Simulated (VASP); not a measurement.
OSZICAR of a VASP run on Ge (diamond):

File OSZICAR:
```
       N       E                     dE             d eps       ncg     rms          rms(c)
DAV:   1     0.163143014614E+03    0.16314E+03   -0.15428E+04  2642   0.417E+03
DAV:   2     0.124126668770E+02   -0.15073E+03   -0.14861E+03  2592   0.542E+02
DAV:   3    -0.843563510887E+01   -0.20848E+02   -0.20694E+02  2824   0.149E+02
DAV:   4    -0.909782097836E+01   -0.66219E+00   -0.66048E+00  2998   0.303E+01
DAV:   5    -0.910951183846E+01   -0.11691E-01   -0.11689E-01  2918   0.416E+00    0.304E+00
DAV:   6    -0.906119759161E+01    0.48314E-01   -0.21225E-02  2808   0.169E+00    0.182E+00
DAV:   7    -0.903239254616E+01    0.28805E-01   -0.52325E-02  2726   0.234E+00    0.156E-01
DAV:   8    -0.903411990149E+01   -0.17274E-02   -0.68339E-03  2998   0.130E+00    0.566E-02
DAV:   9    -0.903411881907E+01    0.10824E-05   -0.26732E-04  3358   0.329E-01    0.192E-02
DAV:  10    -0.903415309365E+01   -0.34275E-04   -0.11342E-04  2796   0.159E-01    0.567E-03
DAV:  11    -0.903415452080E+01   -0.14272E-05   -0.11315E-05  3250   0.649E-02    0.205E-03
DAV:  12    -0.903415479262E+01   -0.27182E-06   -0.73424E-07  2744   0.119E-02    0.209E-04
DAV:  13    -0.903415473980E+01    0.52820E-07   -0.29474E-08  1728   0.258E-03
   1 F= -.93663529E+01 E0= -.93663529E+01  d E =0.000000E+00
```

### Question
Which electronic solver shows in the log?

### Answer
It is blocked Davidson (ALGO = Normal, or the opening steps of other solvers). The INCAR had ALGO = Normal.

### Question
Can the final energy be trusted as converged?

### Answer
The calculation finished and met its thresholds. It stopped with EDIFF = 1E-7, NELM = 100 (PBE GGA with D3 dispersion (zero damping), plane waves, VASP's PBE PAW potentials (set 64)).

The compound is Ge in the diamond structure. It was relaxed first.
